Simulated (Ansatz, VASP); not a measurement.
# Two plane-wave programs on BaIr3

File INCAR:

```
  PREC = Accurate
  ENCUT = 520
  EDIFF = 1E-6
  ISMEAR = 0
  SIGMA = 0.05
  LREAL = F
  LASPH = T
  NELM = 100
  ALGO = Fast
  ISIF = 2
  LWAVE = F
  LCHARG = F
  GGA = PE
  NBANDS = 26
```

The input KPOINTS:

```
Automatic mesh
0
Gamma
  8 8 8
```

Contents of POSCAR:

```
BaIr3
1.0
    4.2766471931      0.0000000000      0.0000000000
    0.0000000000      4.2766471931      0.0000000000
    0.0000000000      0.0000000000      4.2766471931
Ba Ir
1 3
Direct
    0.0000000000      0.0000000000      0.0000000000
    0.0000000000      0.5000000000      0.5000000000
    0.5000000000      0.5000000000      0.0000000000
    0.5000000000      0.0000000000      0.5000000000
```

Input for Ansatz:

```yaml
crystal:
  lattice:
    - [4.2766471931, 0.0, 0.0]
    - [0.0, 4.2766471931, 0.0]
    - [0.0, 0.0, 4.2766471931]
  atoms:
    - { symbol: Ba, position: [0.0, 0.0, 0.0] }
    - { symbol: Ir, position: [0.0, 0.5, 0.5] }
    - { symbol: Ir, position: [0.5, 0.5, 0.0] }
    - { symbol: Ir, position: [0.5, 0.0, 0.5] }
basis:
  ecutwfc: 420
  ecutrho_ratio: 4
kpoints:
  mp_grid: { grid: [8, 8, 8] }
hamiltonian:
  xc: pbe
scf:
  occupations: { method: gaussian, width: 0.05 }
output:
  forces: true
  stress: true
  eigenvalues: true
  write_density: true
  write_potential: true
  elf: true
  volumetric_format: npy
```

Alike in both runs: task single point; functional PBE; k mesh 8 × 8 × 8; occupations gaussian, width 0.05 eV; no spin polarisation.

```csv
,VASP,Ansatz
version,VASP 6.6.1,Ansatz 0.2.0
potentials or method,"VASP PAW PBE potentials, release 64 (Ba_sv, Ir)","scalar-relativistic, plane waves, PAW"
plane-wave cutoff (eV),520,420
valence electrons in the cell,37,61
```

|  | VASP | Ansatz | Ansatz less VASP |
| --- | --- | --- | --- |
| gap on the k mesh at the Fermi level (eV) | none | none | - |
| pressure (GPa) | -1.7 | -4.8 | -3.11 |

A gap of «none» marks a metal or a gap that the smearing closes. With one functional, cell and mesh, what is left measures potentials, basis and numerics. The two sets of potentials don't hold the same shells in valence.

Spin-orbit coupling is left out, which matters for the levels of Ba, Ir.
